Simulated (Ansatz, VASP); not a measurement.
# Si2Mo in two plane-wave programs

One calculation is typed for both programs; each brings its own data sets. How far apart do they land? The cell is taken from a series of runs on this material, whose earlier steps may have relaxed, scaled, displaced or heated it; both programs get it as it stands.

Program: Ansatz 0.2.0. Level of theory: plane waves, with VASP 6.6.1 beside it; PBEsol. Results are calculated unless marked as measured.

### Step 1. Starting point

It takes space group I4/mmm (No. 139, tetragonal). The conventional cell has a = 3.169 Å, b = 3.169 Å, c = 8.133 Å, α = 90.00°, β = 90.00°, γ = 90.00°. Si has 5 Mo at 2.61 to 2.73 Å and 5 Si at 2.64 to 2.66 Å nearest. Nearest to Mo lie 10 Si at 2.61 to 2.73 Å. Farther neighbours are not listed.

Coordinates:

```xyz
3
Lattice="-1.5843 1.5843 4.0667 1.5843 -1.5843 4.0667 1.5843 1.5843 -4.0667" Properties=species:S:1:pos:R:3 pbc="T T T"
Si    0.0000    0.0000    2.7347
Si    0.0000    0.0000    5.3987
Mo    0.0000    0.0000    0.0000
```

### Step 2. VASP: zone-centre phonons, PBEsol

Second derivatives magnify differences that forces hide, and they need a tight electronic threshold.

Lines of VASP's logs that name or quote its potential files are left out, and so is its time.

The input, INCAR:

```
SYSTEM = Si2Mo
PREC = Accurate
ENCUT = 500
EDIFF = 1E-08
NELM = 120
ISMEAR = 1
SIGMA = 0.2
LREAL = .FALSE.
ALGO = Normal
GGA = PS
NBANDS = 17
LASPH = .TRUE.
LORBIT = 11
LWAVE = .FALSE.
LCHARG = .FALSE.
ISIF = 2
IBRION = 8
GGA_COMPAT = .FALSE.
KPAR = 2
```

The input, POSCAR:

```
Si2Mo
1.0
   -1.5842718040      1.5842718040      4.0666959875
    1.5842718040     -1.5842718040      4.0666959875
    1.5842718040      1.5842718040     -4.0666959875
Si Mo
2 1
Direct
    0.3362356789      0.3362356789      0.0000000000
    0.6637643211      0.6637643211      0.0000000000
    0.0000000000      0.0000000000      0.0000000000
```

The input, KPOINTS:

```
Automatic mesh
0
Gamma
20 20 20
0 0 0
```

The projector-augmented-wave data sets are Si and Mo_sv (PBE family, release 64).

Run with:

```bash
$ mpirun -np 2 vasp_std
```

Numbers of over 12 decimals in the logs are rounded to 6 here.

What it wrote:

```text
[banner, memory and clock lines left out]
running    2 mpi-ranks, on    1 nodes
 distrk:  each k-point on    1 cores,    2 groups
 distr:  one band on    1 cores,    1 groups

 POSCAR found type information on POSCAR SiMo
 POSCAR found :  2 types and       3 ions
|                                                                             |
|               ----> ADVICE to this user running VASP <----                  |
|                                                                             |
|     You enforced a specific xc type in the INCAR file but a different       |
|     [... a line on the potential file left out ...]
|     I HOPE YOU KNOW WHAT YOU ARE DOING!                                     |
|                                                                             |

 LDA part: xc-table for (Slater+PW92), standard interpolation
 POSCAR, INCAR and KPOINTS ok, starting setup
 FFT: planning ... GRIDC
 FFT: planning ... GRID_SOFT
 FFT: planning ... GRID
 WAVECAR not read
 entering main loop
       N       E                     dE             d eps       ncg     rms          rms(c)
DAV:   1     0.114564263799E+03    0.11456E+03   -0.11077E+04 21842   0.119E+03
DAV:   2    -0.232258660631E+02   -0.13779E+03   -0.13542E+03 27053   0.303E+02
DAV:   3    -0.259458552485E+02   -0.27200E+01   -0.26900E+01 27288   0.384E+01
DAV:   4    -0.259605800582E+02   -0.14725E-01   -0.14631E-01 26715   0.311E+00
DAV:   5    -0.259606802917E+02   -0.10023E-03   -0.10023E-03 27474   0.259E-01    0.218E+01
DAV:   6    -0.251964174177E+02    0.76426E+00   -0.65350E+00 23325   0.165E+01    0.468E+00
DAV:   7    -0.250422098218E+02    0.15421E+00   -0.11868E+00 22884   0.635E+00    0.456E+00
DAV:   8    -0.249969397143E+02    0.45270E-01   -0.14072E-01 23569   0.272E+00    0.538E-01
DAV:   9    -0.249954587183E+02    0.14810E-02   -0.30584E-03 27844   0.417E-01    0.251E-01
DAV:  10    -0.249953184493E+02    0.14027E-03   -0.82918E-04 24414   0.240E-01    0.672E-02
DAV:  11    -0.249953051352E+02    0.13314E-04   -0.24757E-04 23774   0.115E-01    0.464E-02
DAV:  12    -0.249953000355E+02    0.50997E-05   -0.25593E-05 23286   0.369E-02    0.118E-02
DAV:  13    -0.249952997842E+02    0.25125E-06   -0.64951E-07 26431   0.559E-03    0.242E-03
DAV:  14    -0.249952995855E+02    0.19876E-06   -0.15974E-07 25057   0.233E-03    0.124E-03
DAV:  15    -0.249952995590E+02    0.26431E-07   -0.56786E-09 12018   0.558E-04    0.936E-04
DAV:  16    -0.249952995683E+02   -0.93028E-08   -0.10194E-09 11622   0.280E-04
   1 F= -.24995300E+02 E0= -.24995669E+02  d E =0.110885E-02
 Linear response reoptimize wavefunctions to high precision
DAV:   1    -0.249952995680E+02    0.31650E-09   -0.56677E-11 11848   0.690E-05
DAV:   2    -0.249952995680E+02   -0.90949E-11   -0.60471E-12 11514   0.227E-05
 Linear response DOF=           4
 Linear response progress:
  Degree of freedom:   1/  4
       N       E                     dE             d eps       ncg     rms          rms(c)
RMM:   1    -0.199117074107E-01   -0.19912E-01   -0.13565E-02177254   0.861E-01
RMM:   2    -0.159048972479E-01    0.40068E-02   -0.12796E-03114512   0.218E-01    0.840E-02
RMM:   3    -0.159782003052E-01   -0.73303E-04   -0.14119E-04114817   0.604E-02    0.454E-02
RMM:   4    -0.161192190883E-01   -0.14102E-03   -0.85234E-05118691   0.450E-02    0.944E-03
RMM:   5    -0.161053993677E-01    0.13820E-04   -0.13391E-06121622   0.117E-02    0.165E-03
RMM:   6    -0.161072228666E-01   -0.18235E-05   -0.25692E-07123159   0.232E-03    0.616E-04
RMM:   7    -0.161056956950E-01    0.15272E-05   -0.34527E-08127689   0.696E-04    0.138E-04
RMM:   8    -0.161062881741E-01   -0.59248E-06   -0.13564E-08128057   0.183E-04    0.438E-05
RMM:   9    -0.161063326514E-01   -0.44477E-07    0.39551E-09126646   0.555E-05    0.174E-05
RMM:  10    -0.161063323011E-01    0.35032E-09    0.73353E-10126939   0.308E-05    0.491E-06
 first order change of Fermi-energy   0.19087E-04
 force on displaced ion       1 direction 1 :  -7.843   0.000  -0.000
 Linear response progress:
  Degree of freedom:   2/  4
       N       E                     dE             d eps       ncg     rms          rms(c)
RMM:   1    -0.293611665246E-01   -0.29361E-01   -0.42567E-03 53418   0.108E+00
RMM:   2    -0.226622198287E-01    0.66989E-02   -0.23383E-03 36374   0.287E-01    0.147E-01
RMM:   3    -0.226538726251E-01    0.83472E-05   -0.77849E-04 33495   0.138E-01    0.132E-01
RMM:   4    -0.226604827302E-01   -0.66101E-05   -0.98908E-05 34309   0.663E-02    0.545E-02
RMM:   5    -0.227202198098E-01   -0.59737E-04   -0.19448E-05 38081   0.250E-02    0.164E-02
RMM:   6    -0.227230781009E-01   -0.28583E-05   -0.13001E-06 36915   0.741E-03    0.292E-03
RMM:   7    -0.227205702554E-01    0.25078E-05   -0.87561E-08 38557   0.204E-03    0.683E-04
RMM:   8    -0.227206056813E-01   -0.35426E-07   -0.12051E-08 36338   0.808E-04    0.343E-04
RMM:   9    -0.227208688881E-01   -0.26321E-06   -0.66925E-09 36730   0.332E-04    0.424E-05
RMM:  10    -0.227209496656E-01   -0.80777E-07    0.10663E-09 41067   0.944E-05    0.213E-05
RMM:  11    -0.227209621466E-01   -0.12481E-07    0.10320E-09 37558   0.363E-05    0.355E-06
RMM:  12    -0.227209594784E-01    0.26681E-08    0.94676E-10 40625   0.184E-05    0.234E-06
 first order change of Fermi-energy   0.10019E+00
 force on displaced ion       1 direction 3 :  -0.000  -0.000 -10.157
 Linear response progress:
  Degree of freedom:   3/  4
       N       E                     dE             d eps       ncg     rms          rms(c)
RMM:   1    -0.778681252572E+00   -0.77868E+00    0.42843E+00 42977   0.219E+01
RMM:   2    -0.581362252581E+00    0.19732E+00   -0.28706E-01 60489   0.367E+00    0.162E-01
RMM:   3    -0.580890451780E+00    0.47180E-03   -0.46592E-03 77665   0.488E-01    0.889E-02
RMM:   4    -0.579894193712E+00    0.99626E-03   -0.41899E-04 84348   0.152E-01    0.261E-02
RMM:   5    -0.579754084933E+00    0.14011E-03   -0.46771E-05 90575   0.414E-02    0.928E-03
RMM:   6    -0.579771476445E+00   -0.17392E-04   -0.63055E-06 80793   0.138E-02    0.129E-03
RMM:   7    -0.579773053445E+00   -0.15770E-05   -0.13685E-06 91711   0.474E-03    0.659E-04
RMM:   8    -0.579775793979E+00   -0.27405E-05   -0.38639E-07 85968   0.167E-03    0.287E-04
RMM:   9    -0.579779490992E+00   -0.36970E-05   -0.91732E-08 86608   0.878E-04    0.427E-05
RMM:  10    -0.579779819754E+00   -0.32876E-06   -0.55546E-08 89253   0.423E-04    0.183E-05
RMM:  11    -0.579780202826E+00   -0.38307E-06   -0.17655E-08 87835   0.239E-04    0.699E-06
RMM:  12    -0.579780296166E+00   -0.93340E-07   -0.14089E-08 93429   0.136E-04    0.199E-06
RMM:  13    -0.579780265381E+00    0.30786E-07   -0.85034E-09 85765   0.892E-05    0.220E-06
RMM:  14    -0.579780217117E+00    0.48264E-07   -0.13401E-08 84660   0.701E-05    0.481E-06
RMM:  15    -0.579780299254E+00   -0.82137E-07   -0.45773E-09 79491   0.616E-05    0.217E-06
RMM:  16    -0.579780338186E+00   -0.38932E-07   -0.69963E-09 87696   0.535E-05    0.890E-07
RMM:  17    -0.579780353360E+00   -0.15174E-07   -0.83814E-09 85078   0.485E-05    0.429E-07
RMM:  18    -0.579780365402E+00   -0.12042E-07   -0.78131E-09 72423   0.465E-05    0.647E-08
 first order change of Fermi-energy  -0.93528E-03
 force on displaced ion       3 direction 1 :  -9.890  -0.000  -0.000
 Linear response progress:
  Degree of freedom:   4/  4
       N       E                     dE             d eps       ncg     rms          rms(c)
RMM:   1    -0.828866125524E+00   -0.82887E+00    0.45196E+00 23390   0.222E+01
RMM:   2    -0.632637597059E+00    0.19623E+00   -0.29690E-01 33340   0.369E+00    0.167E-01
RMM:   3    -0.631807289038E+00    0.83031E-03   -0.44386E-03 40480   0.486E-01    0.855E-02
RMM:   4    -0.630661925481E+00    0.11454E-02   -0.57374E-04 43019   0.163E-01    0.274E-02
RMM:   5    -0.630435477406E+00    0.22645E-03   -0.70509E-05 48503   0.459E-02    0.132E-02
RMM:   6    -0.630328874109E+00    0.10660E-03   -0.84492E-06 47984   0.159E-02    0.388E-03
RMM:   7    -0.630349913697E+00   -0.21040E-04   -0.20407E-06 44223   0.696E-03    0.707E-04
RMM:   8    -0.630351417570E+00   -0.15039E-05   -0.25777E-07 50663   0.233E-03    0.434E-04
RMM:   9    -0.630352613456E+00   -0.11959E-05   -0.58099E-08 48519   0.830E-04    0.258E-04
RMM:  10    -0.630354581523E+00   -0.19681E-05   -0.49849E-09 46805   0.518E-04    0.292E-05
RMM:  11    -0.630354466297E+00    0.11523E-06   -0.89554E-09 50805   0.243E-04    0.146E-05
RMM:  12    -0.630354479522E+00   -0.13224E-07   -0.66880E-09 50187   0.141E-04    0.334E-06
RMM:  13    -0.630354524785E+00   -0.45264E-07   -0.18379E-09 49909   0.967E-05    0.191E-06
RMM:  14    -0.630354573184E+00   -0.48399E-07   -0.87078E-09 48457   0.764E-05    0.795E-07
RMM:  15    -0.630354597228E+00   -0.24044E-07   -0.88576E-09 49307   0.647E-05    0.402E-07
RMM:  16    -0.630354588142E+00    0.90854E-08   -0.76646E-09 37849   0.580E-05    0.200E-07
 first order change of Fermi-energy   0.62540E-03
 force on displaced ion       3 direction 3 :  -0.000  -0.000  -9.853
 Linear response finished
```

Parts of OUTCAR (step 2):

```text
ion  position               nearest neighbor table
   1  0.336  0.336  0.000-   3 2.61   3 2.61   3 2.61   3 2.61   2 2.64   2 2.64   2 2.64   2 2.64
                             2 2.66   3 2.73
   2  0.664  0.664  0.000-   3 2.61   3 2.61   3 2.61   3 2.61   1 2.64   1 2.64   1 2.64   1 2.64
                             1 2.66   3 2.73
   3  0.000  0.000  0.000-   2 2.61   1 2.61   2 2.61   1 2.61   2 2.61   1 2.61   1 2.61   2 2.61
                             1 2.73   2 2.73

  LATTYP: Found a body centered tetragonal cell.
 ALAT       =     3.1685436080
 C/A-ratio  =     2.5669181117

 Subroutine GETGRP returns: Found 16 space group operations
 (whereof 16 operations were pure point group operations)

The static configuration has the point symmetry D_4h.

 Found    641 irreducible k-points:

   k-points           NKPTS =    641   k-points in BZ     NKDIM =    641   number of bands    NBANDS=     17

   dimension x,y,z NGX =    36 NGY =   36 NGZ =   36
   dimension x,y,z NGXF=    72 NGYF=   72 NGZF=   72

   ENCUT  =  500.0 eV  36.75 Ry    6.06 a.u.   8.47  8.47  8.47*2*pi/ulx,y,z

   NELECT =      22.0000    total number of electrons

 k-points in reciprocal lattice and weights: Automatic mesh
   0.00000000  0.00000000  0.00000000       0.000
   0.05000000 -0.00000000  0.00000000       0.001
   0.10000000 -0.00000000  0.00000000       0.001
   0.15000000  0.00000000  0.00000000       0.001
   0.20000000 -0.00000000  0.00000000       0.001
   0.25000000 -0.00000000  0.00000000       0.001
   0.30000000  0.00000000  0.00000000       0.001
   0.35000000  0.00000000  0.00000000       0.001
   0.40000000  0.00000000  0.00000000       0.001
[...]
-0.45000000 -0.45000000  0.45000000       0.000
   0.50000000  0.50000000  0.50000000       0.000

 average (electrostatic) potential at core
       1 -77.4649       2 -77.4649       3 -69.1712

  Total        0.0839196      0.0839196     -4.1128972      0.0000000     -0.0000000     -0.0000000
  in kB        3.2931601      3.2931601   -161.3977050      0.0000000     -0.0000000     -0.0000000
  external PRESSURE =     -51.6037949 kB  Pullay stress =       0.0000000 kB

  energy-cutoff  :      500.00
  volume of cell :       40.83
      direct lattice vectors                 reciprocal lattice vectors
    -1.584271804  1.584271804  4.066695988     0.000000000  0.315602410  0.122949933
     1.584271804 -1.584271804  4.066695988     0.315602410  0.000000000  0.122949933
     1.584271804  1.584271804 -4.066695988     0.315602410  0.315602410  0.000000000

 POSITION                                       TOTAL-FORCE (eV/Angst)
 -----------------------------------------------------------------------------------
      0.00000      0.00000      2.73474         0.000000      0.000000     -0.007323
      0.00000      0.00000      5.39866        -0.000000     -0.000000      0.007323
      0.00000      0.00000      0.00000         0.000000      0.000000     -0.000000
 -----------------------------------------------------------------------------------
    total drift:                               -0.000000     -0.000000     -0.000000

 Eigenvectors and eigenvalues of the dynamical matrix
 ----------------------------------------------------

   1 f  =   11.572373 THz    72.711366 2PiTHz  386.012822 cm-1    47.859469 meV
             X         Y         Z           dx          dy          dz
      0.000000  0.000000  2.734737    -0.000000    0.000000    0.707107
      0.000000  0.000000  5.398655     0.000000   -0.000000   -0.707107
      0.000000  0.000000  0.000000     0.000000    0.000000    0.000000

   2 f  =    9.669116 THz    60.752850 2PiTHz  322.527007 cm-1    39.988234 meV
             X         Y         Z           dx          dy          dz
      0.000000  0.000000  2.734737    -0.000000    0.707107   -0.000000
      0.000000  0.000000  5.398655     0.000000   -0.707107    0.000000
      0.000000  0.000000  0.000000     0.000000    0.000000    0.000000

   3 f  =    9.669116 THz    60.752850 2PiTHz  322.527007 cm-1    39.988234 meV
             X         Y         Z           dx          dy          dz
      0.000000  0.000000  2.734737     0.707107    0.000000    0.000000
      0.000000  0.000000  5.398655    -0.707107   -0.000000   -0.000000
      0.000000  0.000000  0.000000     0.000000   -0.000000    0.000000

   4 f  =    8.258801 THz    51.891578 2PiTHz  275.483951 cm-1    34.155641 meV
             X         Y         Z           dx          dy          dz
      0.000000  0.000000  2.734737    -0.537421    0.162773   -0.000000
      0.000000  0.000000  5.398655    -0.537421    0.162773    0.000000
      0.000000  0.000000  0.000000     0.581661   -0.176172   -0.000000

   5 f  =    8.258801 THz    51.891578 2PiTHz  275.483951 cm-1    34.155641 meV
             X         Y         Z           dx          dy          dz
      0.000000  0.000000  2.734737    -0.162773   -0.537421   -0.000000
      0.000000  0.000000  5.398655    -0.162773   -0.537421   -0.000000
      0.000000  0.000000  0.000000     0.176172    0.581661    0.000000

   6 f  =    8.243691 THz    51.796638 2PiTHz  274.979929 cm-1    34.093151 meV
             X         Y         Z           dx          dy          dz
      0.000000  0.000000  2.734737    -0.000000    0.000000   -0.561549
      0.000000  0.000000  5.398655    -0.000000    0.000000   -0.561549
      0.000000  0.000000  0.000000    -0.000000   -0.000000    0.607722

   7 f/i=    0.000461 THz     0.002895 2PiTHz    0.015368 cm-1     0.001905 meV
             X         Y         Z           dx          dy          dz
      0.000000  0.000000  2.734737    -0.000000   -0.000000    0.429724
      0.000000  0.000000  5.398655    -0.000000   -0.000000    0.429724
      0.000000  0.000000  0.000000    -0.000000   -0.000000    0.794150

   8 f/i=    0.000804 THz     0.005052 2PiTHz    0.026820 cm-1     0.003325 meV
             X         Y         Z           dx          dy          dz
      0.000000  0.000000  2.734737    -0.428974   -0.025784   -0.000000
      0.000000  0.000000  5.398655    -0.428974   -0.025784   -0.000000
      0.000000  0.000000  0.000000    -0.792694   -0.047645   -0.000000

   9 f/i=    0.000804 THz     0.005052 2PiTHz    0.026820 cm-1     0.003325 meV
             X         Y         Z           dx          dy          dz
      0.000000  0.000000  2.734737     0.025784   -0.428974   -0.000000
      0.000000  0.000000  5.398655     0.025784   -0.428974   -0.000000
      0.000000  0.000000  0.000000     0.047645   -0.792694   -0.000000

 ELASTIC MODULI CONTR FROM IONIC RELAXATION (kBar)
 Direction    XX          YY          ZZ          XY          YZ          ZX
 --------------------------------------------------------------------------------
 XX         -22.0313    -22.0313    -56.3553      0.0000      0.0000      0.0000
 YY         -22.0313    -22.0313    -56.3553      0.0000      0.0000      0.0000
 ZZ         -56.3553    -56.3553   -144.1548      0.0000      0.0000      0.0000
 XY           0.0000      0.0000      0.0000      0.0000      0.0000      0.0000
 YZ           0.0000      0.0000      0.0000      0.0000    -34.9339      0.0000
 ZX           0.0000      0.0000      0.0000      0.0000      0.0000    -14.3913
 --------------------------------------------------------------------------------
```

(Part 1 of 2 ends here.)

[Lines on the potential files, build, host, timing and source positions are cut from VASP's logs without a mark.]

[Logs are printed without paths, hosts, clocks, repeated set-up lines and the standing remarks that a program may print on its own settings, such as how far it seeks lower states.]

[Hosts, paths, dates, database ids (printed as entryN), source tags and the programs' standing remarks are cut or masked in the printed files.]
